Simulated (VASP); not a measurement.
Computed with AM05 GGA, VASP's PBE PAW potentials (set 64) (plane waves; VASP).

VASP ran on this input.

POSCAR:
```
PdIn
3.2468430
  0.9999999826   0.0000000000   0.0000000000
  0.0000000000   0.9999999826   0.0000000000
  0.0000000000   0.0000000000   0.9999999826
In Pd
1 1
direct
  0.5000000000   0.5000000000   0.5000000000
  0.0000000000   0.0000000000   0.0000000000
```

**INCAR**
```
SYSTEM = PdIn
PREC = Accurate
ENCUT = 520
EDIFF = 1E-7
NELM = 100
ALGO = Normal
LREAL = .FALSE.
LASPH = .TRUE.
ISMEAR = 0
SIGMA = 0.05
GGA = AM
LMAXMIX = 4
LWAVE = .FALSE.
LCHARG = .FALSE.
LORBIT = 11
ICHARG = 11
```

File KPOINTS:
```
k-points along high-symmetry lines
15
Line-mode
Reciprocal
  0.000000   0.000000   0.000000 ! GAMMA
  0.000000   0.500000   0.000000 ! X

  0.000000   0.500000   0.000000 ! X
  0.500000   0.500000   0.000000 ! M

  0.500000   0.500000   0.000000 ! M
  0.000000   0.000000   0.000000 ! GAMMA

  0.000000   0.000000   0.000000 ! GAMMA
  0.500000   0.500000   0.500000 ! R

  0.500000   0.500000   0.500000 ! R
  0.000000   0.500000   0.000000 ! X

  0.500000   0.500000   0.500000 ! R
  0.500000   0.500000   0.000000 ! M
```

POTCAR, in this order: In_d Pd (PBE.64 set). Program: vasp_std. Read from the step before: CHGCAR.

The resulting files:

### OUTCAR
```
 ion  position               nearest neighbor table
   1  0.500  0.500  0.500-   2 2.81   2 2.81   2 2.81   2 2.81   2 2.81   2 2.81   2 2.81   2 2.81
  LATTYP: Found a simple cubic cell.
 ALAT       =     3.2468429436
 Subroutine PRICEL returns:
 Original cell was already a primitive cell.
 Subroutine GETGRP returns: Found 48 space group operations
The static configuration has the point symmetry O_h .
The dynamic configuration has the point symmetry O_h .
 Subroutine INISYM returns: Found 48 space group operations
   k-points           NKPTS =     90   k-points in BZ     NKDIM =     90   number of bands    NBANDS=     15
   number of dos      NEDOS =    301   number of ions     NIONS =      2
   total plane-waves  NPLWV =  13824
   dimension x,y,z NGX =    24 NGY =   24 NGZ =   24
   dimension x,y,z NGXF=    48 NGYF=   48 NGZF=   48
   ions per type =               1   1
   PREC   = accura    normal or accurate (medium, high low for compatibility)
   ISTART =      0    job   : 0-new  1-cont  2-samecut
   ICHARG =     11    charge: 1-file 2-atom 10-const
   ISPIN  =      1    spin polarized calculation?
   LNONCOLLINEAR =      F non collinear calculations
   LSORBIT =      F    spin-orbit coupling
   INIWAV =      1    electr: 0-lowe 1-rand  2-diag
   ENCUT  =  520.0 eV  38.22 Ry    6.18 a.u.   6.04  6.04  6.04*2*pi/ulx,y,z
   NELM   =    100;   NELMIN=  2; NELMDL= -5     # of ELM steps
   EDIFF  = 0.1E-06   stopping-criterion for ELM
   LREAL  =      F    real-space projection
   NLSPLINE    = F    spline interpolate recip. space projectors
   LMAXMIX     =    4 max onsite mixed and CHGCAR
   VOSKOWN=      0    Vosko Wilk Nusair interpolation
   EDIFFG = 0.1E-05   stopping-criterion for IOM
   NSW    =      0    number of steps for IOM
   NBLOCK =      1;   KBLOCK =      1    inner block; outer block
   IBRION =     -1    ionic relax: 0-MD 1-quasi-New 2-CG
   NFREE  =      0    steps in history (QN), initial steepest desc. (CG)
   ISIF   =      2    stress and relaxation
   ISYM   =      2    0-nonsym 1-usesym 2-fastsym
   TEIN   =    0.0    initial temperature
   TEBEG  =    0.0;   TEEND  =   0.0 temperature during run
   SMASS  =  -3.00    Nose mass-parameter (am)
...
```

File OSZICAR:
```
       N       E                     dE             d eps       ncg     rms          rms(c)
DAV:   1     0.162375616307E+03    0.16238E+03   -0.11550E+04  2746   0.202E+03
DAV:   2    -0.671623391414E+00   -0.16305E+03   -0.15838E+03  2812   0.410E+02
DAV:   3    -0.845148644015E+01   -0.77799E+01   -0.77265E+01  3414   0.931E+01
DAV:   4    -0.858738884168E+01   -0.13590E+00   -0.13586E+00  3375   0.121E+01
DAV:   5    -0.859351332686E+01   -0.61245E-02   -0.61244E-02  3953   0.221E+00
DAV:   6    -0.859367381260E+01   -0.16049E-03   -0.16049E-03  3684   0.276E-01
DAV:   7    -0.859367512589E+01   -0.13133E-05   -0.13130E-05  4058   0.307E-02
DAV:   8    -0.859367514148E+01   -0.15589E-07   -0.15441E-07  3067   0.299E-03
   1 F= -.85936751E+01 E0= -.85934053E+01  d E =-.539768E-03
```

File OUTCAR:
```
 val. band max:       11.1746941389   @ k =   0.5000   0.5000   0.3571

 cond. band min:      11.2425874528   @ k =   0.3571   0.5000   0.3571



 k-point     1 :       0.0000    0.0000    0.0000
  band No.  band energies     occupation
      1      -4.2472      2.00000
      2      -4.2472      2.00000
      3      -3.8042      2.00000
      4      -3.8042      2.00000
      5      -3.8042      2.00000
      6       0.3968      2.00000
      7       6.7667      2.00000
      8       6.7667      2.00000
      9       8.3762      2.00000
     10       8.3762      2.00000
     11       8.3762      2.00000
     12      14.9236      0.00000
     13      14.9236      0.00000
     14      14.9236      0.00000
     15      20.4094      0.00000

 k-point     2 :       0.0000    0.0357    0.0000
  band No.  band energies     occupation
      1      -4.2464      2.00000
      2      -4.2425      2.00000
      3      -3.8057      2.00000
      4      -3.8057      2.00000
      5      -3.8038      2.00000
      6       0.4175      2.00000
      7       6.7667      2.00000
      8       6.7706      2.00000
      9       8.3594      2.00000
     10       8.3594      2.00000
     11       8.3751      2.00000
     12      14.7634      0.00000
     13      14.9663      0.00000
     14      14.9663      0.00000
     15      20.5012      0.00000

 k-point     3 :       0.0000    0.0714    0.0000
  band No.  band energies     occupation
      1      -4.2440      2.00000
      2      -4.2284      2.00000
      3      -3.8099      2.00000
      4      -3.8099      2.00000
      5      -3.8024      2.00000
      6       0.4795      2.00000
      7       6.7669      2.00000
      8       6.7814      2.00000
      9       8.3107      2.00000
     10       8.3107      2.00000
     11       8.3720      2.00000
     12      14.3367      0.00000
     13      15.0929      0.00000
     14      15.0929      0.00000
     15      20.6612      0.00000

...
```

The density is held fixed in this step, so its total energy and stress have no physical meaning. Unless said otherwise, spin-orbit coupling is left out, though it shifts the bands of the heavy elements here.

The compound is PdIn in the CsCl type structure. It was relaxed first. The electron count is odd and the run is not spin-polarised, which forces a metal.
